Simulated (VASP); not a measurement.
Computed with r2SCAN meta-GGA, VASP's PBE PAW potentials (set 64) (plane waves; VASP).

A VASP calculation is set up with these files.

**INCAR**
```
ISMEAR=-5   # tetrahedra, Bloechl
LORBIT=11   # lm-projected
SYSTEM=Hf
NELM=100   # most electronic steps
LCHARG=F
LREAL=F   # projection in real space or not
ALGO=Normal   # blocked Davidson
LASPH=T
LMIXTAU=T
ENCUT=520   # plane-wave cut-off (eV)
ISIF=2   # forces and stress, cell fixed
LWAVE=F
PREC=Accurate
NEDOS=601
EDIFF=1E-7
METAGGA=R2SCAN
LMAXMIX=6   # l cut-off of mixed one-centre charges
```

File KPOINTS:
```
Regular mesh
0
G
  15 15 8
```

**KPOINTS_OPT**
```
k-points along high-symmetry lines
6
Line-mode
Reciprocal
  0.000000   0.000000   0.000000 ! GAMMA
  0.000000   0.500000   0.000000 ! M

  0.000000   0.500000   0.000000 ! M
 -0.333333   0.666667   0.000000 ! K

 -0.333333   0.666667   0.000000 ! K
  0.000000   0.000000   0.000000 ! GAMMA

  0.000000   0.000000   0.000000 ! GAMMA
  0.000000   0.000000   0.500000 ! A

  0.000000   0.000000   0.500000 ! A
  0.000000   0.500000   0.500000 ! L

  0.000000   0.500000   0.500000 ! L
 -0.333333   0.666667   0.500000 ! H

 -0.333333   0.666667   0.500000 ! H
  0.000000   0.000000   0.500000 ! A

  0.000000   0.500000   0.500000 ! L
  0.000000   0.500000   0.000000 ! M

 -0.333333   0.666667   0.500000 ! H
 -0.333333   0.666667   0.000000 ! K
```

**POSCAR**
```
Hf
3.1924690
  0.5000000130  -0.8660254144   0.0000000000
  0.5000000130   0.8660254144   0.0000000000
  0.0000000000   0.0000000000   1.5794978400
Hf
2
Cartesian
  0.5000000130   0.2886757155   0.3948744600
  0.5000000130  -0.2886757155   1.1846233800
```

POTCAR, in this order: Hf_pv (PBE.64 set). Program: vasp_std.

The resulting files:

### OUTCAR
```
 ion  position               nearest neighbor table
   1  0.333  0.667  0.250-   2 3.12   2 3.12   2 3.12   2 3.12   2 3.12   2 3.12
   2  0.667  0.333  0.750-   1 3.12   1 3.12   1 3.12   1 3.12   1 3.12   1 3.12
  LATTYP: Found a hexagonal cell.
 ALAT       =     3.1924690500
 C/A-ratio  =     1.5794978152
 Subroutine PRICEL returns:
 Original cell was already a primitive cell.
 Subroutine GETGRP returns: Found 24 space group operations
The static configuration has the point symmetry D_3d.
 The point group associated with its full space group is D_6h.
The dynamic configuration has the point symmetry D_3d.
 Subroutine INISYM returns: Found 24 space group operations
 Subroutine IBZKPT returns following result:
 Found    135 irreducible k-points:

 Following reciprocal coordinates:
            Coordinates               Weight
  0.000000  0.000000  0.000000      1.000000
  0.066667 -0.000000  0.000000      6.000000
  0.133333  0.000000  0.000000      6.000000
  0.200000  0.000000  0.000000      6.000000
  0.266667  0.000000  0.000000      6.000000
  0.333333 -0.000000  0.000000      6.000000
  0.400000  0.000000  0.000000      6.000000
...
```

OSZICAR:
```
       N       E                     dE             d eps       ncg     rms          rms(c)
DAV:   1    -0.253203984221E+02   -0.25320E+02   -0.12198E+04  3788   0.141E+03
DAV:   2    -0.937199824163E+02   -0.68400E+02   -0.67283E+02  4638   0.278E+02
DAV:   3    -0.959632146441E+02   -0.22432E+01   -0.21890E+01  5206   0.327E+01
DAV:   4    -0.959857519669E+02   -0.22537E-01   -0.22411E-01  4358   0.411E+00
DAV:   5    -0.959861228902E+02   -0.37092E-03   -0.36893E-03  5320   0.427E-01    0.717E+01
DAV:   6    -0.908832924898E+02    0.51028E+01   -0.87644E-01  3906   0.947E+00    0.408E+01
DAV:   7    -0.883131393729E+02    0.25702E+01   -0.21599E+00  4098   0.119E+01    0.586E+00
DAV:   8    -0.912455667505E+02   -0.29324E+01   -0.15455E+00  3990   0.985E+00    0.117E+01
DAV:   9    -0.903415641941E+02    0.90400E+00   -0.32230E-01  3822   0.731E+00    0.269E+00
DAV:  10    -0.906140637622E+02   -0.27250E+00   -0.24436E-01  3810   0.663E+00    0.336E+00
DAV:  11    -0.902827590880E+02    0.33130E+00   -0.12720E-01  3804   0.472E+00    0.120E+00
DAV:  12    -0.902901648488E+02   -0.74058E-02   -0.30545E-03  5082   0.614E-01    0.718E-01
DAV:  13    -0.903032923126E+02   -0.13127E-01   -0.26082E-02  3852   0.183E+00    0.268E-01
DAV:  14    -0.903028949272E+02    0.39739E-03   -0.35355E-04  5000   0.176E-01    0.249E-01
DAV:  15    -0.903028489680E+02    0.45959E-04   -0.20091E-05  4446   0.374E-02    0.227E-01
DAV:  16    -0.903033335347E+02   -0.48457E-03   -0.41395E-04  3900   0.244E-01    0.184E-01
DAV:  17    -0.903033026604E+02    0.30874E-04   -0.17629E-04  4098   0.119E-01    0.149E-01
DAV:  18    -0.903032162277E+02    0.86433E-04   -0.34550E-05  4434   0.566E-02    0.892E-02
DAV:  19    -0.903032654868E+02   -0.49259E-04   -0.69213E-05  4008   0.820E-02    0.120E-01
DAV:  20    -0.903032634501E+02    0.20367E-05   -0.86436E-06  4404   0.231E-02    0.552E-02
DAV:  21    -0.903032548231E+02    0.86270E-05   -0.16020E-06  4326   0.143E-02    0.524E-02
DAV:  22    -0.903032555113E+02   -0.68827E-06   -0.16650E-06  4014   0.155E-02    0.154E-02
DAV:  23    -0.903032419150E+02    0.13596E-04   -0.24220E-07  4060   0.708E-03    0.339E-03
DAV:  24    -0.903032460434E+02   -0.41284E-05   -0.72958E-08  2262   0.309E-03    0.730E-04
DAV:  25    -0.903032400974E+02    0.59460E-05   -0.63797E-08  2154   0.314E-03    0.322E-03
DAV:  26    -0.903032421717E+02   -0.20743E-05   -0.25157E-08  2118   0.186E-03    0.857E-04
DAV:  27    -0.903032423268E+02   -0.15517E-06   -0.23489E-09  2100   0.485E-04    0.743E-04
DAV:  28    -0.903032422118E+02    0.11507E-06   -0.28372E-09  2106   0.529E-04    0.654E-04
DAV:  29    -0.903032424429E+02   -0.23112E-06   -0.64587E-10  2100   0.319E-04    0.165E-04
DAV:  30    -0.903032423367E+02    0.10617E-06   -0.18588E-10  2100   0.118E-04    0.699E-05
DAV:  31    -0.903032422879E+02    0.48871E-07   -0.75195E-11  2100   0.779E-05
   1 F= -.90303242E+02 E0= -.90303242E+02  d E =0.000000E+00
       N       E                     dE             ncg
```

OUTCAR:
```
------------------------ aborting loop because EDIFF is reached ----------------------------------------
  FORCE on cell =-STRESS in cart. coord.  units (eV):
  Direction    XX          YY          ZZ          XY          YZ          ZX
  --------------------------------------------------------------------------------------
  Total       -0.0121935     -0.0121935     -0.0575606      0.0000000     -0.0000000      0.0000000
  in kB       -0.4389438     -0.4389438     -2.0720782      0.0000000     -0.0000000      0.0000000
  external PRESSURE =      -0.9833220 kB  Pullay stress =       0.0000000 kB
  volume of cell :       44.51
      direct lattice vectors                 reciprocal lattice vectors
     1.596234542 -2.764759289  0.000000000     0.313237176 -0.180847570  0.000000000
     1.596234542  2.764759289  0.000000000     0.313237176  0.180847570  0.000000000
     0.000000000  0.000000000  5.042497890     0.000000000  0.000000000  0.198314411
 POSITION                                       TOTAL-FORCE (eV/Angst)
 -----------------------------------------------------------------------------------
      1.59623      0.92159      1.26062        -0.000000      0.000000      0.000000
      1.59623     -0.92159      3.78187         0.000000     -0.000000      0.000000
 -----------------------------------------------------------------------------------
    total drift:                                0.000005      0.000184     -0.000015
  FREE ENERGIE OF THE ION-ELECTRON SYSTEM (eV)
  ---------------------------------------------------
  free  energy   TOTEN  =       -90.3032422879 eV

  energy  without entropy=      -90.3032422879  energy(sigma->0) =      -90.30324229

 total charge

# of ion       s       p       d       tot
------------------------------------------
    1        0.403   6.426   1.519   8.348
    2        0.403   6.426   1.519   8.348
--------------------------------------------------
tot          0.806  12.852   3.038  16.696
```
(Selected blocks of OUTCAR.)

For a metal the tetrahedron method with Blöchl corrections gives inexact stress and forces.

The compound is Hf in the hcp structure. It was relaxed first.
